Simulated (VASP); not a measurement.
An input for Quantum ESPRESSO's pw.x (written as the equivalent of a VASP run, and not itself run):

```
&CONTROL
  calculation = 'vc-relax'
  pseudo_dir = './pseudo'
  outdir = './out'
  tprnfor = .true.
  tstress = .true.
  nstep = 60
  forc_conv_thr = 0.00039
/
&SYSTEM
  ibrav = 0
  nat = 2
  ntyp = 1
  ecutwfc = 66
  occupations = 'smearing'
  smearing = 'methfessel-paxton'
  degauss = 0.00735
  input_dft = 'pbesol'
/
&ELECTRONS
  conv_thr = 7.3e-08
  electron_maxstep = 100
/
&IONS
/
&CELL
/
ATOMIC_SPECIES
  Zr 91.224 Zr.upf
CELL_PARAMETERS angstrom
     1.5897709   -2.7535640   -0.0000000
     1.5897709    2.7535640    0.0000000
     0.0000000    0.0000000    5.1253341
ATOMIC_POSITIONS crystal
  Zr   0.3333330  0.6666670  0.2500000
  Zr   0.6666670  0.3333330  0.7500000
K_POINTS automatic
  12 12 7 0 0 0
```

Write the VASP files for the same calculation (PBEsol).

One answer among several that fit: 
KPOINTS:
```
Automatic mesh
0
G
 12 12 7
```

INCAR:
```
SYSTEM = Zr
PREC = Accurate
ENCUT = 400
EDIFF = 1E-6
NELM = 100
ALGO = Normal
LREAL = .FALSE.
LASPH = .TRUE.
ISMEAR = 1
SIGMA = 0.1
GGA = PS
LMAXMIX = 4
LWAVE = .FALSE.
LCHARG = .FALSE.
IBRION = 2
ISIF = 3
NSW = 60
EDIFFG = -0.01
```

**POSCAR**
```
Zr
1
    1.5897709225    -2.7535639584    -0.0000000000
    1.5897709225     2.7535639584     0.0000000000
    0.0000000000     0.0000000000     5.1253340679
Zr
2
Direct
  0.3333330000   0.6666670000   0.2500000000
  0.6666670000   0.3333330000   0.7500000000
```

POTCAR, in this order: Zr_sv (PBE.64 set). Program: vasp_std.

The two are equivalent in intent, not identical: the potentials are each code's own (VASP's PAW set, PseudoDojo norm-conserving files in pw.x), so ENCUT and ecutwfc are chosen apart and not converted; conv_thr bounds pw.x's estimated SCF error, while EDIFF bounds the energy change between steps; forc_conv_thr acts on force components and is met together with etot_conv_thr.

The compound is Zr in the hcp structure. It was relaxed first. The start is the result of an earlier pass.
